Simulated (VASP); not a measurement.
Input:

```xyz
8
Lattice="5.4615 0.0000 0.0000 0.0000 5.4615 0.0000 0.0000 0.0000 5.4615" Properties=species:S:1:pos:R:3 pbc="T T T"
Hg     0.0000     0.0000     0.0000
Se     1.4992     1.4992     1.4992
Se     3.9622     3.9622     1.4992
Se     3.9622     1.4992     3.9622
Se     1.4992     3.9622     3.9622
Be     2.7307     2.7307     0.0000
Be     2.7307     0.0000     2.7307
Be     0.0000     2.7307     2.7307
```

Method: PBE GGA, VASP's PBE PAW potentials (set 64) (plane waves; VASP). Numerical set-up: 400 eV cut-off, 4×4×4 Γ-centred mesh, Gaussian smearing of 0.050 eV, potentials Hg Se Be.

Unless said otherwise, spin-orbit coupling is left out, though it shifts the bands of the heavy elements here.

Task: Estimate the energy per atom (σ→0), band gap (on the k-mesh) with the smallest direct gap where there is one.

Result: 
* **band gap (on the k-mesh)**: 1.64 eV
* **smallest direct gap (on the k-mesh)**: 1.64 eV
* **energy per atom (σ→0)**: -3.736 eV/atom

Total energies compare only between runs with the same potentials, cut-off and functional.

The structure was generated: Be3HgSe4 was put into an ordered model structure (P-43m), which need not be its known phase. It was relaxed first.
